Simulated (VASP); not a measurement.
All values below come from optB88-vdW, VASP's PBE PAW potentials (set 64) (plane waves; VASP 6.6.1).

VASP ran on this input.

INCAR:
```
! general
SYSTEM   = SiC
PREC     = Accurate
ENCUT    = 520
LREAL    = .False.
LASPH    = .True.

! electronic loop
EDIFF    = 1E-6
NELM     = 100
ALGO     = Normal

! smearing
ISMEAR   = 0
SIGMA    = 0.05

! functional
GGA      = BO
LUSE_VDW = .True.
AGGAC    = 0.0
PARAM1   = 0.1833333333
PARAM2   = 0.22

! ions
IBRION   = 2
NSW      = 60
ISIF     = 3
EDIFFG   = -0.01

! output
LWAVE    = .False.
LCHARG   = .False.
```

File POSCAR:
```
SiC
1.0
  0.0000000000   2.1800000000   2.1800000000
  2.1800000000   0.0000000000   2.1800000000
  2.1800000000   2.1800000000   0.0000000000
Si C
1 1
Cartesian
  0.0000000000   0.0000000000   0.0000000000
  1.0900000000   1.0900000000   1.0900000000
```

### KPOINTS
```
kpoints
0
Gamma
9 9 9
0 0 0
```

POTCAR, in this order: Si C (PBE.64 set). Program: vasp_std.

Question: Predict the energy per atom (σ→0), volume per atom.

Answer: 
```yaml
energy per atom (σ→0): -6.348 eV/atom
volume_per_atom: 10.51 Å³/atom
```

OSZICAR:
```
...
   2 F= -.12693282E+02 E0= -.12693282E+02  d E =0.762199E-04
       N       E                     dE             d eps       ncg     rms          rms(c)
DAV:   1    -0.126974743556E+02   -0.41927E-02   -0.59734E-02   592   0.213E+00    0.256E-01
DAV:   2    -0.126964470759E+02    0.10273E-02   -0.27987E-03   704   0.342E-01    0.125E-01
DAV:   3    -0.126962523496E+02    0.19473E-03   -0.32226E-04   680   0.126E-01    0.376E-02
DAV:   4    -0.126962200388E+02    0.32311E-04   -0.57454E-05   600   0.468E-02    0.135E-02
DAV:   5    -0.126962206449E+02   -0.60605E-06   -0.14313E-06   616   0.103E-02
   3 F= -.12696221E+02 E0= -.12696221E+02  d E =-.286247E-02
```

The compound is SiC in the zinc blende structure. This run relaxes it. Symmetry was kept, so distortions that lower it aren't found.
